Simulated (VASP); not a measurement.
These are LDA (Ceperley-Alder, Perdew-Zunger), VASP's LDA PAW potentials (set 64) (plane waves; VASP) values and carry that method's errors.

The input files of a VASP run:

### INCAR
```
! general
SYSTEM =PbO2
PREC   =Accurate
ENCUT  =520   ! plane-wave cut-off (eV)
LREAL  =.FALSE.   ! projection in real space or not
LASPH  =.TRUE.   ! aspherical one-centre terms

! electronic loop
EDIFF  =1E-7   ! SCF stop (eV)
NELM   =100
ALGO   =Normal   ! blocked Davidson
LMAXMIX=4   ! l cut-off of mixed one-centre charges

! smearing
ISMEAR =-5

! ions
ISIF   =2

! output
LWAVE  =.FALSE.
LCHARG =.TRUE.
LORBIT =11   ! lm-projected
NEDOS  =601

! other
LEFG   =.TRUE.
```

**KPOINTS**
```
Regular mesh
0
Gamma
 5 5 7
```

POSCAR:
```
PbO2
1
    4.9397204302    -0.0000000000     0.0000000000
    0.0000000000     4.9397204302     0.0000000000
    0.0000000000     0.0000000000     3.3962236624
Pb O
2 4
Direct
  1.0000000000   1.0000000000   0.0000000000
  0.5000000000   0.5000000000   0.5000000000
  0.3073039205   0.3073039205   1.0000000000
  0.8073039205   0.1926960795   0.5000000000
  0.1926960795   0.8073039205   0.5000000000
  0.6926960795   0.6926960795   0.0000000000
```

POTCAR, in this order: Pb_d O (LDA.64 set). Program: vasp_std.

Q: Predict the energy per atom (σ→0).

A: 
```yaml
energy per atom (σ→0): -589.4 kJ/mol of atoms
```

**OSZICAR**
```
...
DAV:   9    -0.366533069288E+02    0.30764E-01   -0.12474E-01  2391   0.449E+00    0.133E-01
DAV:  10    -0.366542529715E+02   -0.94604E-03   -0.10147E-02  1665   0.590E-01    0.653E-02
DAV:  11    -0.366542516507E+02    0.13208E-05   -0.22351E-04  2227   0.130E-01    0.339E-02
DAV:  12    -0.366542432231E+02    0.84276E-05   -0.11656E-05  2243   0.489E-02    0.195E-02
DAV:  13    -0.366542391746E+02    0.40485E-05   -0.30722E-05  2359   0.664E-02    0.330E-03
DAV:  14    -0.366542392457E+02   -0.71130E-07   -0.29955E-06  2344   0.184E-02    0.849E-04
DAV:  15    -0.366542392660E+02   -0.20320E-07   -0.36143E-08  1122   0.248E-03
   1 F= -.36654239E+02 E0= -.36654239E+02  d E =0.000000E+00
```

The compound is PbO2 in the rutile structure. It was relaxed first.
